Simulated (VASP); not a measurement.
# Si3P4 (I-42m) in VASP: notebook

Aim: see how the results for Si3P4 move with the level of theory and the settings. Levels: PBE, HSE06. Tasks: single point.

Everything below comes from runs of VASP 6.6.1. Logs are shortened: lines on timing, memory, paths and dates and some standing lists are left out, and cuts for length are marked.

## (1) The structure

It takes space group I-42m (No. 121, tetragonal). The conventional cell has a = 5.120 Å, b = 5.120 Å, c = 10.241 Å, α = 90.00°, β = 90.00°, γ = 90.00°. Around Si (site symmetry -4) lie 4 P at 2.29 Å. Around Si (site symmetry -42m) lie 4 P at 2.27 Å. P (site symmetry m) has 3 Si at 2.27 to 2.29 Å as nearest neighbours.

The cell was built by a generator and needn't be a form met in nature.

## (2) Single point, PBE

INCAR reads:

```
SYSTEM = Si3P4
  PREC = Accurate
  ENCUT = 520
  EDIFF = 1E-6
  ISMEAR = 0
  SIGMA = 0.02
  LREAL = .FALSE.
  LASPH = .TRUE.
  NELM = 80
  ALGO = Normal
  ISIF = 2
  LWAVE = .FALSE.
  LCHARG = .TRUE.
  GGA = PE
  LVHAR = .TRUE.
  KPAR = 4
```

KPOINTS reads:

```
Automatic mesh
0
G
  6 6 6
  0 0 0
```

POSCAR reads:

```
Si3P4
1.0
   -2.5601700000      2.5601700000      5.1203400000
    2.5601700000     -2.5601700000      5.1203400000
    2.5601700000      2.5601700000     -5.1203400000
Si P
3 4
Direct
    0.7500000000      0.2500000000      0.5000000000
    0.2500000000      0.7500000000      0.5000000000
    0.5000000000      0.5000000000      0.0000000000
    0.3452520000      0.8830800000      0.0000000000
    0.8830800000      0.3452520000      0.0000000000
    0.1169200000      0.1169200000      0.4621720000
    0.6547480000      0.6547480000      0.5378280000
```

Potentials or basis: VASP PAW PBE potentials, release 64 (Si, P).

Launch:

```bash
> cat potpaw_PBE.64/Si/POTCAR potpaw_PBE.64/P/POTCAR > POTCAR
> mpirun -np 4 vasp_std > vasp.out
```

OUTCAR:

```text
SYSTEM = Si3P4
   PREC = Accurate
   ENCUT = 520
   EDIFF = 1E-6
   ISMEAR = 0
   LREAL = .FALSE.
   LASPH = .TRUE.
   NELM = 80
   ISIF = 2
   GGA = PE

 ion  position               nearest neighbor table
   1  0.750  0.250  0.500-   5 2.29   6 2.29   4 2.29   7 2.29
   2  0.250  0.750  0.500-   4 2.29   6 2.29   5 2.29   7 2.29
   3  0.500  0.500  0.000-   7 2.27   4 2.27   5 2.27   6 2.27
   4  0.345  0.883  0.000-   3 2.27   1 2.29   2 2.29
   5  0.883  0.345  0.000-   3 2.27   2 2.29   1 2.29
   6  0.117  0.117  0.462-   3 2.27   1 2.29   2 2.29
   7  0.655  0.655  0.538-   3 2.27   2 2.29   1 2.29

  LATTYP: Found a body centered tetragonal cell.
 ALAT       =     5.1203400000
 C/A-ratio  =     2.0000000000

  Lattice vectors:

 A1 = (  -2.5601700000,   2.5601700000,   5.1203400000)
 A2 = (   2.5601700000,  -2.5601700000,   5.1203400000)
 A3 = (   2.5601700000,   2.5601700000,  -5.1203400000)

Analysis of symmetry for initial positions (statically):
=====================================================================
 Subroutine PRICEL returns:
 Original cell was already a primitive cell.

 Routine SETGRP: Setting up the symmetry group for a
 body centered tetragonal supercell.

 Subroutine GETGRP returns: Found  8 space group operations
 (whereof  8 operations were pure point group operations)
 out of a pool of 16 trial point group operations.

The static configuration has the point symmetry D_2d.

Analysis of symmetry for dynamics (positions and initial velocities):
=====================================================================
 Subroutine PRICEL returns:
 Original cell was already a primitive cell.

 Routine SETGRP: Setting up the symmetry group for a
 body centered tetragonal supercell.

 Subroutine GETGRP returns: Found  8 space group operations
 (whereof  8 operations were pure point group operations)
 out of a pool of 16 trial point group operations.

The dynamic configuration has the point symmetry D_2d.

 Subroutine INISYM returns: Found  8 space group operations
 (whereof  8 operations are pure point group operations),
 and found     1 'primitive' translations

----------------------------------------------------------------------------------------

[... 104 lines left out ...]
   EDIFFG = 0.1E-04   stopping-criterion for IOM
   NSW    =      0    number of steps for IOM
   IBRION =     -1    ionic relax: 0-MD 1-quasi-New 2-CG
   NFREE  =      0    steps in history (QN), initial steepest desc. (CG)
   ISIF   =      2    stress and relaxation
   ISYM   =      2    0-nonsym 1-usesym 2-fastsym
   POTIM  = 0.5000    time-step for ionic-motion
   TEBEG  =    0.0;   TEEND  =   0.0 temperature during run
   PSTRESS=    0.0 pullay stress
   NELECT =      32.0000    total number of electrons
   NUPDOWN=      -1.0000    fix difference up-down
   EMIN   =  10.00;   EMAX   =-10.00  energy-range for DOS
   EFERMI =   0.00;   METHOD = LEGACY
   ISMEAR =     0;   SIGMA  =   0.02  broadening in eV -4-tet -1-fermi 0-gaus
   EFERMI_NEDOS =   21; number of points for ismear=-14 and -15
   IALGO  =     38    algorithm
   IMIX   =      4    mixing-type and parameters
     AMIX     =   0.40;   BMIX     =  1.00
     AMIX_MAG =   1.60;   BMIX_MAG =  1.00
  volume/ion in A,a.u.               =      19.18       129.42
  Fermi-wavevector in a.u.,A,eV,Ry     =   1.015062  1.918190 14.018782  1.030351
  Thomas-Fermi vector in A             =   2.148326
   LORBIT       =      0    0 simple, 1 ext, 2 COOP (PROOUT), +10 PAW based schemes
   GGA     = PE    functional components
   LHFCALC =     F    Hartree Fock is set to
   AEXX    =    0.0000 exact exchange contribution
   IVDW    =     0    specifies the selected vdW correction
   LEPSILON=     F    determine dielectric tensor
   LRPA    =     F    only Hartree local field effects (RPA)
 non-spin polarized calculation
 Gauss-broadening in eV      SIGMA  =   0.02
  energy-cutoff  :      520.00
  volume of cell :      134.24
 maximum number of plane-waves:      3672
 NGX is ok and might be reduce to    48
   NGX = 23   NGY = 23   NGZ = 23

 number of electron      32.0000000 magnetization

 Free energy of the ion-electron system (eV)
  ---------------------------------------------------
  ext. energy  EPLUGINS =         0.00000000
  ---------------------------------------------------
  free energy    TOTEN  =       -38.63703949 eV

  energy without entropy =      -38.63703949  energy(sigma->0) =      -38.63703949

 E-fermi :   6.1569     XC(G=0):  -9.7217

 val. band max:        6.0658703302   @ k =   0.0000   0.0000   0.0000
 cond. band min:       6.4406669336   @ k =   0.5000   0.5000   0.5000
 fundamental gap:      0.3747966034
 Fermi energy:         6.1568977061

 k-point     1 :       0.0000    0.0000    0.0000
  band No.  band energies     occupation
      1      -7.6458      2.00000
      2      -4.1569      2.00000
      3      -4.0622      2.00000
      4      -4.0622      2.00000
      5      -2.4541      2.00000
      6      -2.2638      2.00000
[... 541 lines left out ...]
     19       7.9507      0.00000
     20       8.3115      0.00000

 [... further k-points ...]

------------------------ aborting loop because EDIFF is reached ----------------------------------------

  FORCE on cell =-STRESS in cart. coord.  units (eV):
  Direction    XX          YY          ZZ          XY          YZ          ZX
  --------------------------------------------------------------------------------------
  -------------------------------------------------------------------------------------
  Total        0.0039425      0.0039425     -0.0051966      0.0000000      0.0000000      0.0000000
  in kB        0.0470524      0.0470524     -0.0620198      0.0000000      0.0000000      0.0000000
  external PRESSURE =       0.0106950 kB  Pullay stress =       0.0000000 kB

 VOLUME and BASIS-vectors are now :
 -----------------------------------------------------------------------------
  energy-cutoff  :      520.00
  volume of cell :      134.24
      direct lattice vectors                 reciprocal lattice vectors
    -2.560170000  2.560170000  5.120340000     0.000000000  0.195299531  0.097649765
     2.560170000 -2.560170000  5.120340000     0.195299531  0.000000000  0.097649765
     2.560170000  2.560170000 -5.120340000     0.195299531  0.195299531  0.000000000

 POSITION                                       TOTAL-FORCE (eV/Angst)
 -----------------------------------------------------------------------------------
     -0.00000      2.56017      2.56017         0.000000      0.000000     -0.000000
      2.56017     -0.00000      2.56017         0.000000     -0.000000      0.000000
      0.00000      0.00000      5.12034         0.000000      0.000000      0.000000
      1.37693     -1.37693      6.28948        -0.000456      0.000456      0.004892
     -1.37693      1.37693      6.28948         0.000456     -0.000456      0.004892
      1.18324      1.18324     -1.16914         0.000456      0.000456     -0.004892
      1.37693      1.37693      3.95120        -0.000456     -0.000456     -0.004892
 -----------------------------------------------------------------------------------
    total drift:                                0.000000      0.000000      0.000000

  FREE ENERGIE OF THE ION-ELECTRON SYSTEM (eV)
  ---------------------------------------------------
  free  energy   TOTEN  =       -38.6370394944 eV

  energy  without entropy=      -38.6370394944  energy(sigma->0) =      -38.63703949
```

OSZICAR:

```text
N       E                     dE             d eps       ncg     rms          rms(c)
DAV:   1     0.108622231573E+03    0.10862E+03   -0.13176E+04  1200   0.135E+03
DAV:   2    -0.303381038556E+02   -0.13896E+03   -0.13386E+03  1600   0.196E+02
DAV:   3    -0.390724988684E+02   -0.87344E+01   -0.84787E+01  1576   0.489E+01
DAV:   4    -0.392828886559E+02   -0.21039E+00   -0.20926E+00  1552   0.825E+00
DAV:   5    -0.392883654644E+02   -0.54768E-02   -0.54687E-02  1496   0.123E+00    0.111E+01
DAV:   6    -0.387678354678E+02    0.52053E+00   -0.79262E-01  1416   0.381E+00    0.683E+00
DAV:   7    -0.386394451560E+02    0.12839E+00   -0.45488E-01  1444   0.312E+00    0.139E+00
DAV:   8    -0.386363011776E+02    0.31440E-02   -0.42578E-02  1420   0.109E+00    0.400E-01
DAV:   9    -0.386368700623E+02   -0.56888E-03   -0.28297E-03  1528   0.312E-01    0.153E-01
DAV:  10    -0.386369630433E+02   -0.92981E-04   -0.34995E-04  1492   0.102E-01    0.598E-02
DAV:  11    -0.386370334814E+02   -0.70438E-04   -0.91339E-05  1404   0.615E-02    0.149E-02
DAV:  12    -0.386370389684E+02   -0.54870E-05   -0.88045E-06  1500   0.189E-02    0.129E-02
DAV:  13    -0.386370394944E+02   -0.52596E-06   -0.12313E-06   920   0.674E-03
   1 F= -.38637039E+02 E0= -.38637039E+02  d E =-.107859E-12
```

Wall time 22 s (4 MPI ranks of Intel Xeon Platinum 8488C (Sapphire Rapids), shared host); peak memory 0.33 GiB.

Results:

* Free energy: -38.6370 eV
* Pressure: 0.0 GPa
* Largest force: 0.005 eV/Å
* Band gap on the k mesh: 0.37 eV, indirect (least direct gap 0.75 eV)

Forces on the atoms (eV/Å):
```
Si   0.000  0.000  0.000
Si   0.000  0.000  0.000
Si   0.000  0.000  0.000
P    0.000  0.000  0.005
P    0.000  0.000  0.005
P    0.000  0.000 -0.005
P    0.000  0.000 -0.005
```

A k mesh can miss the band edges.

(Continued in part 2 of 2.)
